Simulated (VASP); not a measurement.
Crystal: RbNaF2.

```
Na Rb F
1.0
     1.85955    1.07361    5.87242
    -1.85955    1.07361    5.87242
     0.00000   -2.14722    5.87242
Na Rb F
1 1 2
Direct
  0.00000 0.00000 0.00000
  0.50000 0.50000 0.50000
  0.26530 0.26530 0.26530
  0.73470 0.73470 0.73470
```

The cell was built by a generator and needn't be a form met in nature.

The cell isn't the ideal one: epitaxial_xy strain +4.1%.

Base run:

| Quantity | Value |
| --- | --- |
| Program | VASP 6.6.1 |
| Functional | PBE |
| Potentials or basis | VASP PAW PBE potentials, release 64 (Na_pv, Rb_sv, F) |
| Cutoff | 520 eV |
| k mesh | 8 × 8 × 8 |
| Occupations | fermi-dirac, width 0.02 eV |
| Spin | no spin polarisation |

Its results: band gap on the k mesh 5.59 eV, direct; pressure 0.6 GPa; largest force 0.033 eV/Å.

The run is repeated on the same cell with these changes: functional from PBE to r2SCAN; occupations from fermi-dirac, width 0.02 eV to gaussian, width 0.01 eV. What comes out?

Band gap on the k mesh 6.34 eV, direct; pressure -1.6 GPa; largest force 0.025 eV/Å.

Caveats: the PAW data sets were made with another functional, which shifts forces and pressure a little (some runs).

A k mesh can miss the band edges.
